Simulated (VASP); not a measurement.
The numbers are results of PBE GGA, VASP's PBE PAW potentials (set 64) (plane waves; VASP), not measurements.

VASP ran on this input.

**POSCAR**
```
Zn27Se27
1.0
  0.0000000000   8.6099050440   8.6099050440
  8.6099050440   0.0000000000   8.6099050440
  8.6099050440   8.6099050440   0.0000000000
Zn Se
27 27
Cartesian
  0.0000000000   0.0000000000   0.0000000000
  2.8699654780   2.8699654780   0.0000000000
  5.7399395660   5.7399395660   0.0000000000
  2.8699654780   0.0000000000   2.8699654780
  5.7399309561   2.8699654780   2.8699654780
  8.6099050440   5.7399395660   2.8699654780
  5.7399395660   0.0000000000   5.7399395660
  8.6099050440   2.8699654780   5.7399395660
 11.4798791319   5.7399395660   5.7399395660
  0.0000000000   2.8699654780   2.8699654780
  2.8699654780   5.7399309561   2.8699654780
  5.7399395660   8.6099050440   2.8699654780
  2.8699654780   2.8699654780   5.7399309561
  5.7399309561   5.7399309561   5.7399309561
  8.6099050440   8.6099050440   5.7399309561
  5.7399395660   2.8699654780   8.6099050440
  8.6099050440   5.7399309561   8.6099050440
 11.4798791319   8.6099050440   8.6099050440
  0.0000000000   5.7399395660   5.7399395660
  2.8699654780   8.6099050440   5.7399395660
  5.7399395660  11.4798791319   5.7399395660
  2.8699654780   5.7399395660   8.6099050440
  5.7399309561   8.6099050440   8.6099050440
  8.6099050440  11.4798791319   8.6099050440
  5.7399395660   5.7399395660  11.4798791319
  8.6099050440   8.6099050440  11.4798791319
 11.4798791319  11.4798791319  11.4798791319
  4.3049525220   4.3049525220   4.3049525220
  7.1749180000   7.1749180000   4.3049525220
 10.0448920880  10.0448920880   4.3049525220
  7.1749180000   4.3049525220   7.1749180000
 10.0448834781   7.1749180000   7.1749180000
 12.9148575660  10.0448920880   7.1749180000
 10.0448920880   4.3049525220  10.0448920880
 12.9148575660   7.1749180000  10.0448920880
 15.7848316539  10.0448920880  10.0448920880
  4.3049525220   7.1749180000   7.1749180000
  7.1749180000  10.0448834781   7.1749180000
 10.0448920880  12.9148575660   7.1749180000
  7.1749180000   7.1749180000  10.0448834781
 10.0448834781  10.0448834781  10.0448834781
 12.9148575660  12.9148575660  10.0448834781
 10.0448920880   7.1749180000  12.9148575660
 12.9148575660  10.0448834781  12.9148575660
 15.7848316539  12.9148575660  12.9148575660
  4.3049525220  10.0448920880  10.0448920880
  7.1749180000  12.9148575660  10.0448920880
 10.0448920880  15.7848316539  10.0448920880
  7.1749180000  10.0448920880  12.9148575660
 10.0448834781  12.9148575660  12.9148575660
 12.9148575660  15.7848316539  12.9148575660
 10.0448920880  10.0448920880  15.7848316539
 12.9148575660  12.9148575660  15.7848316539
 15.7848316539  15.7848316539  15.7848316539
```

INCAR:
```
# general
SYSTEM =Zn27Se27
PREC   =Normal
ENCUT  =400
LREAL  =Auto   # projection in real space or not
LASPH  =T
SYMPREC=1E-4

# electronic loop
EDIFF  =1E-6
NELM   =100
NELMIN =4
ALGO   =Fast
LMAXMIX=4   # l cut-off of mixed one-centre charges

# smearing
ISMEAR =0   # Gaussian
SIGMA  =0.05   # width (eV)

# functional
GGA    =PE

# output
LWAVE  =F
LCHARG =F
LORBIT =11   # lm-projected
LVHAR  =T
```

### KPOINTS
```
Automatic mesh
0
Gamma
1 1 1
0 0 0
```

POTCAR, in this order: Zn Se (PBE.64 set). Program: vasp_gam. Read from the step before: WAVECAR.

Output

### OSZICAR
```
       N       E                     dE             d eps       ncg     rms          rms(c)
DAV:   1    -0.155683861998E+03   -0.15568E+03   -0.47618E-05   688   0.399E-02    0.131E-02
RMM:   2    -0.155683858665E+03    0.33333E-05   -0.19696E-05   658   0.145E-02    0.101E-03
RMM:   3    -0.155683858893E+03   -0.22884E-06   -0.15526E-06   421   0.264E-03    0.126E-03
RMM:   4    -0.155683858929E+03   -0.35332E-07   -0.27955E-07   386   0.139E-03
   1 F= -.15568386E+03 E0= -.15568386E+03  d E =-.191783E-12
```

OUTCAR:
```
------------------------ aborting loop because EDIFF is reached ----------------------------------------
  FORCE on cell =-STRESS in cart. coord.  units (eV):
  Direction    XX          YY          ZZ          XY          YZ          ZX
  --------------------------------------------------------------------------------------
  Total        8.5690460      8.5690460      8.5690460      0.0000000      0.0000000     -0.0000000
  in kB       10.7551873     10.7551873     10.7551873      0.0000000      0.0000000     -0.0000000
  external PRESSURE =      10.7551873 kB  Pullay stress =       0.0000000 kB
  volume of cell :     1276.51
      direct lattice vectors                 reciprocal lattice vectors
     0.000000000  8.609905044  8.609905044    -0.058072650  0.058072650  0.058072650
     8.609905044  0.000000000  8.609905044     0.058072650 -0.058072650  0.058072650
     8.609905044  8.609905044  0.000000000     0.058072650  0.058072650 -0.058072650
  FREE ENERGIE OF THE ION-ELECTRON SYSTEM (eV)
  ---------------------------------------------------
  free  energy   TOTEN  =      -155.6838589288 eV

  energy  without entropy=     -155.6838589288  energy(sigma->0) =     -155.68385893

 total charge

# of ion       s       p       d       tot
------------------------------------------
    1        0.504   0.425   9.787  10.716
    2        0.504   0.425   9.787  10.716
    3        0.504   0.425   9.787  10.716
    4        0.504   0.425   9.787  10.716
    5        0.504   0.425   9.787  10.716
    6        0.504   0.425   9.787  10.716
    7        0.504   0.425   9.787  10.716
    8        0.504   0.425   9.787  10.716
    9        0.504   0.425   9.787  10.716
   10        0.504   0.425   9.787  10.716
   11        0.504   0.425   9.787  10.716
   12        0.504   0.425   9.787  10.716
   13        0.504   0.425   9.787  10.716
   14        0.504   0.425   9.787  10.716
   15        0.504   0.425   9.787  10.716
   16        0.504   0.425   9.787  10.716
   17        0.504   0.425   9.787  10.716
   18        0.504   0.425   9.787  10.716
   19        0.504   0.425   9.787  10.716
   20        0.504   0.425   9.787  10.716
   21        0.504   0.425   9.787  10.716
   22        0.504   0.425   9.787  10.716
   23        0.504   0.425   9.787  10.716
   24        0.504   0.425   9.787  10.716
   25        0.504   0.425   9.787  10.716
   26        0.504   0.425   9.787  10.716
   27        0.504   0.425   9.787  10.716
   28        1.421   2.454   0.025   3.900
   29        1.421   2.454   0.025   3.900
   30        1.421   2.454   0.025   3.900
   31        1.421   2.454   0.025   3.900
   32        1.421   2.454   0.025   3.900
   33        1.421   2.454   0.025   3.900
   34        1.421   2.454   0.025   3.900
   35        1.421   2.454   0.025   3.900
   36        1.421   2.454   0.025   3.900
   37        1.421   2.454   0.025   3.900
   38        1.421   2.454   0.025   3.900
   39        1.421   2.454   0.025   3.900
   40        1.421   2.454   0.025   3.900
   41        1.421   2.454   0.025   3.900
   42        1.421   2.454   0.025   3.900
   43        1.421   2.454   0.025   3.900
   44        1.421   2.454   0.025   3.900
   45        1.421   2.454   0.025   3.900
   46        1.421   2.454   0.025   3.900
   47        1.421   2.454   0.025   3.900
   48        1.421   2.454   0.025   3.900
   49        1.421   2.454   0.025   3.900
   50        1.421   2.454   0.025   3.900
   51        1.421   2.454   0.025   3.900
   52        1.421   2.454   0.025   3.900
   53        1.421   2.454   0.025   3.900
   54        1.421   2.454   0.025   3.900
--------------------------------------------------
tot         51.994  77.723 264.923 394.640
```
(Selected blocks of OUTCAR.)

### OUTCAR
```
 val. band max:        1.3910509965   @ k =   0.0000   0.0000   0.0000

 cond. band min:       2.4874455528   @ k =   0.0000   0.0000   0.0000


 Fermi energy:         1.6499469503

 k-point     1 :       0.0000    0.0000    0.0000
  band No.  band energies     occupation
      1     -11.6166      2.00000
      2     -11.0872      2.00000
      3     -11.0872      2.00000
      4     -11.0872      2.00000
      5     -11.0871      2.00000
      6     -11.0871      2.00000
      7     -11.0871      2.00000
      8     -11.0871      2.00000
      9     -11.0871      2.00000
     10     -10.9086      2.00000
     11     -10.9086      2.00000
     12     -10.9086      2.00000
     13     -10.9086      2.00000
     14     -10.9086      2.00000
     15     -10.9086      2.00000
     16     -10.6929      2.00000
     17     -10.6928      2.00000
     18     -10.6928      2.00000
     19     -10.6927      2.00000
     20     -10.6927      2.00000
     21     -10.6927      2.00000
     22     -10.6927      2.00000
     23     -10.6926      2.00000
     24     -10.6926      2.00000
     25     -10.6925      2.00000
     26     -10.6925      2.00000
     27     -10.6925      2.00000
     28      -5.1190      2.00000
     29      -5.1190      2.00000
     30      -5.1190      2.00000
     31      -5.0910      2.00000
     32      -5.0910      2.00000
     33      -5.0910      2.00000
     34      -5.0910      2.00000
     35      -5.0910      2.00000
     36      -5.0910      2.00000
     37      -5.0548      2.00000
     38      -5.0548      2.00000
     39      -5.0548      2.00000
     40      -5.0548      2.00000
     41      -5.0548      2.00000
     42      -5.0548      2.00000
     43      -5.0547      2.00000
     44      -5.0547      2.00000
     45      -5.0547      2.00000
     46      -5.0547      2.00000
     47      -5.0546      2.00000
     48      -5.0546      2.00000
     49      -5.0546      2.00000
     50      -5.0546      2.00000
     51      -5.0546      2.00000
...
```

The supercell is sampled at Γ alone, which is coarse: total energies, pressure and levels can be off, energies of defects by several tenths of an eV.

The cell is a supercell, built from a database entry that may be metastable or hypothetical.
